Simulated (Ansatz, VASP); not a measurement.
# Be48H95 (V_H1) in two plane-wave programs

Wanted: the spread between two codes on one cell, functional and k mesh. The cell is taken from a series of runs on this material, whose earlier steps may have relaxed, scaled, displaced or heated it; both programs get it as it stands.

Calculated with Ansatz 0.2.0; plane waves, with VASP 6.6.1 beside it; single point at PBEsol.

## (1) The starting structure

The cell holds 143 atoms: 48 Be and 95 H. Cell: a = 12.225 Å, b = 12.225 Å, c = 12.225 Å, α = 141.9°, β = 88.5°, γ = 103.9°. It derives from BeH2 (BeH2 (Ibam)). Nearest the centre at fractional (0.622, 0.447, 0.415): Be25 at 2.09 Å, Be27 at 2.09 Å, H121 at 2.18 Å, H102 at 2.23 Å, H114 at 2.33 Å, H107 at 2.39 Å, H52 at 2.43 Å, H137 at 2.46 Å.

## (2) Ansatz: single point, PBEsol

Ansatz runs on its default PAW (the set named soft_2) files.

With cell and atoms fixed, the geometry can't cause a difference; cores, projectors, grids and the points listed under the comparison can.

input.yaml reads:

```yaml
crystal:
  lattice:
    - [-3.99332615, 8.75735955, 7.53777216]
    - [3.99332615, -8.75735955, 7.53777216]
    - [3.99332615, 8.75735955, -7.53777216]
  atoms:
    - { symbol: Be, position: [0.12596220627, 0.37625451655, 0.2498955207] }
    - { symbol: Be, position: [0.37748532314, 0.1189431312, 0.24852223693] }
[... 1 atom line left out ...]
    - { symbol: Be, position: [0.33503861379, 0.44166614637, 0.2751896679] }
[... 1 atom line left out ...]
    - { symbol: Be, position: [0.41517955093, 0.19113811345, 0.10581747233] }
[... 17 atom lines left out ...]
    - { symbol: Be, position: [0.41375192488, 0.19164823253, 0.60963548406] }
    - { symbol: H, position: [0.28066017345, 0.1974157888, 0.8277982672] }
[... 1 atom line left out ...]
    - { symbol: H, position: [0.37913997314, 0.05432140041, 0.58852527187] }
    - { symbol: H, position: [0.46566509411, 0.29273628657, 0.91626578289] }
    - { symbol: H, position: [0.33112279243, 0.10856614258, 0.95879132399] }
[... 11 atom lines left out ...]
    - { symbol: Be, position: [0.1661328765, 0.5590814972, 0.22397649361] }
[... 1 atom line left out ...]
    - { symbol: H, position: [0.2824848409, 0.69688490299, 0.32461815113] }
    - { symbol: H, position: [0.12879927165, 0.54376475468, 0.32453971378] }
    - { symbol: H, position: [0.38291689064, 0.55523451377, 0.08722281427] }
    - { symbol: H, position: [0.46822515448, 0.7950617737, 0.41677727155] }
    - { symbol: H, position: [0.34225853092, 0.61885520643, 0.45908264969] }
    - { symbol: H, position: [0.09167320545, 0.63325859785, 0.22265895286] }
    - { symbol: H, position: [0.16249762605, 0.8837043118, 0.04043147883] }
[... 1 atom line left out ...]
    - { symbol: H, position: [0.0287232141, 0.71441955856, 0.08912004441] }
    - { symbol: H, position: [0.12000072701, 0.94888797082, 0.41581222809] }
[... 3 atom lines left out ...]
    - { symbol: Be, position: [0.37404187972, 0.62199351953, 0.74722928251] }
[... 8 atom lines left out ...]
    - { symbol: H, position: [0.3375724045, 0.61727163416, 0.95959395649] }
[... 11 atom lines left out ...]
    - { symbol: Be, position: [0.67173618009, 0.05718635094, 0.212047689] }
[... 5 atom lines left out ...]
    - { symbol: H, position: [0.8409231542, 0.12621303711, 0.46625040131] }
[... 3 atom lines left out ...]
    - { symbol: H, position: [0.5262429129, 0.19805404903, 0.0639985926] }
[... 9 atom lines left out ...]
    - { symbol: H, position: [0.62829220157, 0.03517659541, 0.81824471719] }
    - { symbol: H, position: [0.87859627999, 0.05757262501, 0.58935912732] }
[... 3 atom lines left out ...]
    - { symbol: H, position: [0.67358784821, 0.39113942184, 0.54618711838] }
    - { symbol: H, position: [0.909894631, 0.37314529253, 0.78404762779] }
    - { symbol: H, position: [0.53167221041, 0.21028722296, 0.59171740358] }
    - { symbol: H, position: [0.62321702204, 0.44666722692, 0.92005766254] }
    - { symbol: H, position: [0.87221263949, 0.4595009077, 0.67980217964] }
    - { symbol: H, position: [0.71838562347, 0.30593525223, 0.67985835881] }
[... 6 atom lines left out ...]
    - { symbol: H, position: [0.78701513251, 0.70517809337, 0.33174575401] }
[... 5 atom lines left out ...]
    - { symbol: H, position: [0.65730108441, 0.87340116145, 0.03269942319] }
    - { symbol: H, position: [0.89783828996, 0.86412959457, 0.2803180803] }
[... 2 atom lines left out ...]
    - { symbol: H, position: [0.88093444625, 0.96188017696, 0.18189076852] }
[... 7 atom lines left out ...]
    - { symbol: H, position: [0.78314080028, 0.6982733639, 0.83020762187] }
    - { symbol: H, position: [0.62717178285, 0.5428109081, 0.82593970712] }
    - { symbol: H, position: [0.87784046, 0.55479070613, 0.58875544648] }
[... 2 atom lines left out ...]
    - { symbol: H, position: [0.59270927753, 0.62610897141, 0.7153556112] }
    - { symbol: H, position: [0.66345739132, 0.88543857086, 0.53653724317] }
    - { symbol: H, position: [0.91064642855, 0.86972614497, 0.77828394679] }
    - { symbol: H, position: [0.53149749955, 0.70189169368, 0.58288415431] }
    - { symbol: H, position: [0.62274830575, 0.94350586108, 0.91148738205] }
    - { symbol: H, position: [0.87009677102, 0.95702790582, 0.67491384673] }
    - { symbol: H, position: [0.71879415824, 0.79828509974, 0.67102068328] }
  host:
    repeats: [2, 2, 2]
    atoms:
      - { symbol: Be, position: [0.25, 0.75, 0.5] }
      - { symbol: Be, position: [0.75, 0.25, 0.5] }
      # ... 16 more atoms of the perfect host
basis:
  ecutwfc: 420
  xc_grid: 2
hamiltonian:
  xc: pbesol
kpoints:
  mp_grid: { grid: [1, 1, 1] }
magnetization:
  spin_polarized: true
  initial_magnetization: 1
  spin_locking: { lock_magnetization: hard }
scf:
  occupations: { method: fermi_dirac, width: 0.01 }
  max_iter: 100
output:
  forces: true
  charged_corrections:
    epsilon: [3.63, 3.74, 3.59]
    static_epsilon: [4.37, 5.16, 5.26]
    defect_position: [0.621773, 0.447316, 0.415093]
checkpoint:
  read: "../q0_M1.relax_smeared.run"
  write: "../cc1.q0_M1.l0.75.run"
  compress: false
  write_wavefunctions: false
  write_every: 100000
```

Started as:

```sh
> ansatz run input.yaml --threads 4 --pin off --max-ram 7536MiB --backend cpu --events-out ev --progress --plain --runs-dir out
```

Numbers of over 12 decimals in the logs are rounded to 6 here.

Log:

```text
Warning: checkpoint.read: the run can stay near the saved state's solution: 143 site(s) moved relative to the saved geometry (max |Δs| = 5.753e-2 fractional); the SCF starts from the saved state under `checkpoint.density_extrapolation: transplant`, in force with no word given; its orbitals are not used off its sites. A run without `checkpoint.read` takes nothing of the state. A lower free energy from it at the same positions (and U, V and field ramp, if any), with starting moments typed, shows a solution that this start missed, and an equal or higher one rules none out (checkpoint.read, Limitations, in the input reference)
Engine: ansatz 0.2.0, x86_64-unknown-linux-gnu
Pseudopotentials: kind: paw
Pseudopotential: Be, paw, valence charge 2, recommended cutoff 420 eV (normal), Be.paw.azcp
Pseudopotential: H, paw, valence charge 1, recommended cutoff 420 eV (normal), H.paw.azcp
Functional definition: PBEsol
  exchange = pbesol_x
  correlation = pbesol_c
Crystal: 143 atoms, lattice volume = 1054.414 Å³
Basis set: ecut = 420 eV, 20653 PW (Γ), exchange–correlation on 180×180×180 points (8 copies of the dense FFT grid, shifted against one another)
Bands: 239, of which v1, the nominal top of the filled ones, is band 96 counted from 1 (95 counted from 0)
Symmetry: 1 space group operations
Space group: P1 (ITA 1), of the structure as read, at distance tolerance 1.0e-4 Å
Magnetic group: BNS 1.1 (UNI 1), of the structure as read, at distance tolerance 1.0e-4 Å
k-points: 1
Non-local potential: Be, projectors of the file, l = 0: 2, l = 1: 2, l = 2: 1
Non-local potential: H, projectors of the file, l = 0: 2, l = 1: 1
PAW form: soft (Blöchl's): semilocal exchange-correlation on the pseudo side does not see the compensation charge
PAW frozen core: Be, regenerated for the run's functional, and the local potential with it (the file was generated under x = pbe(κ = 0.804, μ = 0.219515), c = pbe(β = 0.066725))
PAW one-centre angular grid: Be, 110 points (default); XC on 64 Gauss nodes
PAW one-centre angular grid: H, 110 points (default); XC on 64 Gauss nodes
Initial density: read from a saved state, or passed on in memory by an earlier SCF of this step, an earlier step, the calling program or the single point that the run made first, carried with its atoms to this geometry
Starting moments: Σ|m| = 1 μB on 143 of 143 sites; this step starts from the density that it was given
Initial wavefunctions: pseudopotential atomic-orbital guess
Functional: x = pbesol(κ = 0.804, μ = 0.123457), c = pbesol(β = 0.046)
iter 1 solved again at ethr=1.07e-3 eV; its pass at ethr=3.10e-3 eV (dr2=2.04e0 eV) is discarded
SCF iter   1: F=—  HF=-5823.458512 eV  |F-HF|=—  |Δ(HF+E_count)|=         —  Δρ=8.19e-3 (↑7.94e-3 ↓8.19e-3)  dr2=2.06e0  dr2_m=6.62e-2  M=1.000 μB ∫|m|=1.076 μB  β_m=0.30  ethr=1.07e-3  ⟨swp⟩=10.0  Hψ=3732  notcnv=0
preconditioner: auto → Resta (q_TF=auto, 2.052 Å⁻¹)  ε∞=2.7  [insulator: Δε(μ)=0.454 eV  Ē_g=11.979 eV  σ=0.010 eV  W_gap=1.00  n_scr=150 (ndim 8)  ℏωp=15.8 eV  f_vac=0.001  D(μ)=0.00/eV (n_scr^D=0)  ε∞_Penn≈2.7]
spin=Collinear: Resta preconditioning applied to the charge; magnetization (m = ρ↑ − ρ↓) channel mixes plain (no charge-response kernel on spin).
SCF iter   2: F=—  HF=-5823.263994 eV  |F-HF|=—  |Δ(HF+E_count)|=   1.95e-1  Δρ=5.73e-3 (↑5.53e-3 ↓5.73e-3)  dr2=9.38e-1  dr2_m=3.18e-2  M=1.000 μB ∫|m|=1.084 μB  β_m=0.62  ethr=1.07e-3  ⟨swp⟩=1.5  Hψ=552  notcnv=0  defer=15
SCF iter   3: F=—  HF=-5823.280703 eV  |F-HF|=—  |Δ(HF+E_count)|=   1.67e-2  Δρ=6.60e-4 (↑6.60e-4 ↓5.25e-4)  dr2=1.78e-2  dr2_m=1.07e-3  M=1.000 μB ∫|m|=1.106 μB  β_m=0.61  ethr=4.91e-4  ⟨swp⟩=3.0  Hψ=412  notcnv=0  defer=75
SCF iter   4: F=—  HF=-5823.280473 eV  |F-HF|=—  |Δ(HF+E_count)|=   2.31e-4  Δρ=2.04e-4 (↑2.04e-4 ↓1.78e-4)  dr2=1.57e-3  dr2_m=1.12e-4  M=1.000 μB ∫|m|=1.113 μB  β_m=0.73  ethr=9.34e-6  ⟨swp⟩=3.5  Hψ=416  notcnv=0  defer=268
SCF iter   5: F=—  HF=-5823.281129 eV  |F-HF|=—  |Δ(HF+E_count)|=   6.56e-4  Δρ=6.56e-5 (↑6.56e-5 ↓4.47e-5)  dr2=1.66e-4  dr2_m=1.24e-5  M=1.000 μB ∫|m|=1.117 μB  β_m=0.84  ethr=8.22e-7  ⟨swp⟩=2.0  Hψ=550  notcnv=0  defer=271
SCF iter   6: F=—  HF=-5823.281194 eV  |F-HF|=—  |Δ(HF+E_count)|=   6.45e-5  Δρ=1.20e-5 (↑1.20e-5 ↓1.07e-5)  dr2=6.09e-6  dr2_m=3.73e-7  M=1.000 μB ∫|m|=1.119 μB  β_m=0.92  ethr=8.67e-8  ⟨swp⟩=2.0  Hψ=390  notcnv=0  defer=271
SCF iter   7: F=—  HF=-5823.281104 eV  |F-HF|=—  |Δ(HF+E_count)|=   9.02e-5  Δρ=2.05e-6 (↑2.05e-6 ↓1.96e-6)  dr2=2.52e-7  dr2_m=7.03e-9  M=1.000 μB ∫|m|=1.119 μB  β_m=0.92  ethr=3.19e-9  ⟨swp⟩=2.0  Hψ=528  notcnv=0  defer=271
SCF iter   8: F=—  HF=-5823.281104 eV  |F-HF|=—  |Δ(HF+E_count)|=   1.68e-7  Δρ=5.20e-7 (↑5.20e-7 ↓4.73e-7)  dr2=1.57e-8  dr2_m=6.89e-10  M=1.000 μB ∫|m|=1.119 μB  β_m=0.96  ethr=5.24e-11  ⟨swp⟩=13.5  Hψ=3001  notcnv=0
[...]
atom  64  H     -0.01219249    -0.03781763    -0.03785872
  atom  65  H     -0.02766477    -0.02779216    -0.02287252
  atom  66  H     -0.00075595     0.00588851    -0.00133645
  atom  67  H      0.00111073    -0.00879590    -0.00121643
  atom  68  H     -0.01048938    -0.02282057    -0.01593257
  atom  69  H      0.01983747     0.01204216     0.00927484
  atom  70  H     -0.00523796     0.00178813    -0.00054444
  atom  71  H     -0.00492194    -0.01701052    -0.01264338
  atom  72  H     -0.01093799    -0.03142614    -0.03590592
  atom  73  Be     0.24252713     0.29663894    -0.32742574
  atom  74  Be     0.04143157    -0.07395924    -0.11752081
  atom  75  Be     0.46228965    -0.29876055     0.07416933
  atom  76  Be    -0.01483789    -0.15592287    -0.19090960
  atom  77  Be     0.22562139     0.22684322    -0.66199917
  atom  78  Be     0.01947725    -0.02010414    -0.04060693
  atom  79  H      0.00565832     0.06511992     0.12536350
  atom  80  H     -0.19784533     0.15019551    -0.03568893
  atom  81  H     -0.00922222     0.00604113     0.04438746
  atom  82  H     -0.00022894     0.02828090     0.04426504
  atom  83  H      0.02463473     0.04233131     0.01103855
  atom  84  H     -0.55189005    -0.33686643     0.59867976
  atom  85  H      0.14541327    -0.06283824    -0.05494677
  atom  86  H     -0.02692758     0.03645081     0.01803421
  atom  87  H     -0.35429275    -0.30528952    -0.18826960
[...]
atom 136  H     -0.00186651     0.01982142     0.02355100
  atom 137  H      0.03352242    -0.01547500     0.01204758
  atom 138  H      0.01790719     0.02043872    -0.00597858
  atom 139  H      0.00228015     0.01759143     0.01815657
  atom 140  H      0.01309175    -0.03231855    -0.03205045
  atom 141  H     -0.00971398    -0.03661394     0.00972193
  atom 142  H      0.01234536     0.00653726     0.02183288
  atom 143  H     -0.00749609     0.03262333     0.03828288
  max |Σ_I F_I| component: 1.48e-5 eV/Å
--- Band table (eV) ---
  k-point 0 ↑: bands = [... 92 lower, -1.1079, -1.0799, -1.0457, 3.5680, 3.8886, 4.1115, 4.2731, 4.3297, ... 139 higher]
  k-point 0 ↓: bands = [... 92 lower, -1.0983, -1.0634, -1.0386, 3.9588, 4.1040, 4.2239, 4.3098, 4.3512, ... 139 higher]
```

## (3) VASP: single point, PBEsol

The same cell, functional, mesh and smearing now go to VASP, with its own data sets.

Lines of VASP's logs that name or quote its potential files are left out, and so is its time.

INCAR reads:

```
SYSTEM = Be48H95
PREC = Accurate
ENCUT = 520
EDIFF = 1E-06
NELM = 200
ISMEAR = -1
SIGMA = 0.01
LREAL = Auto
ALGO = Normal
GGA = PS
NBANDS = 195
ISPIN = 2
MAGMOM = 0 -0 0 0 -0 0 0 -0 0 0 0 0 0 0 0 0 0 -0 0 0 0 0 0 0 0.02 -0 0.02 -0 0 0 0 0 0 0 0 0 0.01 0 0 0 0.01 0 0 0 0 0 -0 0 -0 0 0 -0 0 0 0 0 -0 -0 0 -0 0 0 -0 0 0 -0 0 -0 0 -0 -0 -0 0 0 0 -0 0 0 -0 -0 -0 0 0 0 -0 -0 0 -0 -0 -0 -0 0 0 -0 -0 0 0 0 -0 0 -0 -0 0 -0 0 0 -0 -0 0 -0 0 -0 -0 -0 0 0 0 -0 -0 -0 -0 0 0 0 0 0 0 -0 -0 0 0 -0 0 0 -0 0 0 -0 0 0 0 0 0
LORBIT = 11
LWAVE = .FALSE.
LCHARG = .FALSE.
ISIF = 2
NUPDOWN = 1
LASPH = .TRUE.
GGA_COMPAT = .FALSE.
```

POSCAR reads:

```
Be48H95
1.0
   -3.9933261508      8.7573595481      7.5377721599
    3.9933261508     -8.7573595481      7.5377721599
    3.9933261508      8.7573595481     -7.5377721599
Be H
48 95
Direct
    0.1259622063      0.3762545165      0.2498955207
    0.3774853231      0.1189431312      0.2485222369
[... 1 atom line left out ...]
    0.3350386138      0.4416661464      0.2751896679
[... 1 atom line left out ...]
    0.4151795509      0.1911381134      0.1058174723
[... 17 atom lines left out ...]
    0.4152032167      0.6888785694      0.6060501656
    0.6247706207      0.3578777800      0.1829945633
[... 1 atom line left out ...]
    0.5803279416      0.2510504499      0.3901613153
    0.8338793394      0.4431609341      0.2763420324
    0.6717361801      0.0571863509      0.2120476890
[... 11 atom lines left out ...]
    0.6693655383      0.5820139466      0.2400289210
[... 1 atom line left out ...]
    0.6255874170      0.8683596724      0.7448990082
    0.8763336705      0.6270680761      0.7538236733
    0.5832593046      0.8023385354      0.8850966364
    0.8343502953      0.9399149909      0.7746915959
    0.6677730771      0.5588324179      0.7264505941
    0.9150927378      0.6904667465      0.6076046228
    0.2870861588      0.1959883211      0.3240840422
[... 1 atom line left out ...]
    0.3945939605      0.0616479682      0.0944039587
    0.4730210299      0.2755380153      0.4157130437
[... 3 atom lines left out ...]
    0.4120000732      0.3700826644      0.2777032174
[... 8 atom lines left out ...]
    0.3311227924      0.1085661426      0.9587913240
[... 11 atom lines left out ...]
    0.3422585309      0.6188552064      0.4590826497
[... 5 atom lines left out ...]
    0.3683353146      0.9473325706      0.1693238268
[... 3 atom lines left out ...]
    0.3778146608      0.5493307537      0.5821823751
[... 9 atom lines left out ...]
    0.7864944968      0.1903495725      0.3258394873
    0.6153785027      0.0555268552      0.3212676554
[... 3 atom lines left out ...]
    0.6082290580      0.1549462152      0.2319830800
    0.6525085798      0.3836239237      0.0532451092
    0.9036986259      0.3637106856      0.2752456603
    0.5262429129      0.1980540490      0.0639985926
    0.8728749244      0.4604250781      0.1779397812
    0.7163035179      0.3055044245      0.1758724383
[... 6 atom lines left out ...]
    0.6735878482      0.3911394218      0.5461871184
[... 5 atom lines left out ...]
    0.7870151325      0.7051780934      0.3317457540
    0.6279977761      0.5447858348      0.3231061462
[... 2 atom lines left out ...]
    0.8380344532      0.6164511954      0.4602367919
[... 7 atom lines left out ...]
    0.7831408003      0.6982733639      0.8302076219
    0.6271717829      0.5428109081      0.8259397071
    0.8778404600      0.5547907061      0.5887554465
[... 2 atom lines left out ...]
    0.5927092775      0.6261089714      0.7153556112
    0.6634573913      0.8854385709      0.5365372432
    0.9106464286      0.8697261450      0.7782839468
    0.5314974995      0.7018916937      0.5828841543
    0.6227483057      0.9435058611      0.9114873820
    0.8700967710      0.9570279058      0.6749138467
    0.7187941582      0.7982850997      0.6710206833
```

KPOINTS reads:

```
Automatic mesh
0
Gamma
1 1 1
0 0 0
```

PAW data sets: Be and H (PBE family, release 64).

Started as:

```sh
> export OMP_NUM_THREADS=3
> mpirun -np 1 vasp_gam
```

Log:

```text
[banner, memory and clock lines left out]
running    1 mpi-ranks, on    1 nodes
[...]
Offloading initialized ...    1 GPUs detected
[...]
|                                                                             |
|               ----> ADVICE to this user running VASP <----                  |
|                                                                             |
|     You enforced a specific xc type in the INCAR file but a different       |
|     [... a line on the potential file left out ...]
|     I HOPE YOU KNOW WHAT YOU ARE DOING!                                     |
|                                                                             |

 LDA part: xc-table for (Slater+PW92), standard interpolation
 POSCAR, INCAR and KPOINTS ok, starting setup
[...]
entering main loop
       N       E                     dE             d eps       ncg     rms          rms(c)
DAV:   1     0.649831433834E+03    0.64983E+03   -0.79176E+04   780   0.856E+02
DAV:   2    -0.392363393129E+03   -0.10422E+04   -0.85431E+03  1120   0.181E+02
DAV:   3    -0.528338948908E+03   -0.13598E+03   -0.13340E+03  1008   0.566E+01
DAV:   4    -0.531181239317E+03   -0.28423E+01   -0.28287E+01   992   0.871E+00
[...]
DAV:  15    -0.504652035315E+03   -0.14273E-04   -0.30846E-05   936   0.107E-02    0.603E-03
DAV:  16    -0.504652036960E+03   -0.16449E-05   -0.34133E-06   984   0.360E-03    0.301E-03
DAV:  17    -0.504652037832E+03   -0.87200E-06   -0.66496E-07   648   0.185E-03
   1 F= -.50465204E+03 E0= -.50465204E+03  d E =-.341738E-07  mag=     1.0000
```

From OUTCAR (step 3):

```text
 magnetization (x)
# of ion       s       p       d       tot
------------------------------------------
    1        0.000   0.001   0.000   0.001
    2       -0.000  -0.002   0.000  -0.002
    3        0.001   0.000   0.000   0.001
    4        0.003   0.007   0.000   0.009
    5       -0.000  -0.000   0.000  -0.000
    6       -0.001   0.002   0.000   0.002
[...]
141        0.001  -0.000   0.000   0.001
  142       -0.000   0.000   0.000   0.000
  143        0.000   0.000   0.000   0.000
--------------------------------------------------
tot          0.034   0.335   0.000   0.369
```

The run ends at a pressure of 1.19 GPa, with forces up to 0.89 eV/Å.

## (4) Comparison

Known differences besides the potentials themselves: VASP starts from the moments at which Ansatz ended; the cutoff is 420 eV in Ansatz and 520 eV in VASP (PREC = Accurate, projectors in real space); Ansatz makes its cores anew for this functional, VASP keeps those of its PBE data sets; site moments are counted in spheres of each program's own size. Total energies have different zeros and are not compared.

The two programs side by side:

```tsv
quantity	Ansatz	VASP	difference
total moment, fixed by the input (μB)	1.00	1.00	0.00
moment on Be27 (μB)	0.02	0.12	-0.10
moment on Be25 (μB)	0.02	0.09	-0.07
```

Forces on 9 of the 143 atoms, those with the largest forces and the largest differences (eV/Å; atoms numbered as in POSCAR):

```tsv
atom	Ansatz x, y, z	VASP x, y, z
Be6	0.146, 0.376, 0.219	0.147, 0.377, 0.219
Be25	0.243, 0.297, -0.327	0.242, 0.296, -0.330
Be27	0.462, -0.299, 0.074	0.467, -0.303, 0.070
Be29	0.226, 0.227, -0.662	0.216, 0.229, -0.661
Be41	-0.423, -0.119, -0.047	-0.419, -0.123, -0.041
H102	-0.552, -0.337, 0.599	-0.558, -0.349, 0.605
H105	-0.354, -0.305, -0.188	-0.365, -0.305, -0.189
H121	0.281, -0.037, 0.062	0.294, -0.035, 0.056
H128	-0.049, -0.008, -0.090	-0.061, -0.011, -0.086
```

The forces differ by 5.6 meV/Å r.m.s., which is 5.8 % of the r.m.s. force of 0.098 eV/Å (both taken over all components).

## (5) Results

```json
{
  "r.m.s. force difference (single point, PBEsol)": "5.6 meV/Å"
}
```

In words: The r.m.s. force difference is 5.6 meV/Å (single point, PBEsol), within the 12 meV/Å picked in this series as the mark of a large difference. How closely two codes agree says nothing of how well the functional describes the real material.

[Lines on the potential files, build, host, timing and source positions are cut from VASP's logs without a mark.]

[Logs are printed without paths, hosts, clocks, repeated set-up lines and the standing remarks that a program may print on its own settings, such as how far it seeks lower states.]

[Hosts, paths, dates, database ids (printed as entryN), source tags and the programs' standing remarks are cut or masked in the printed files.]
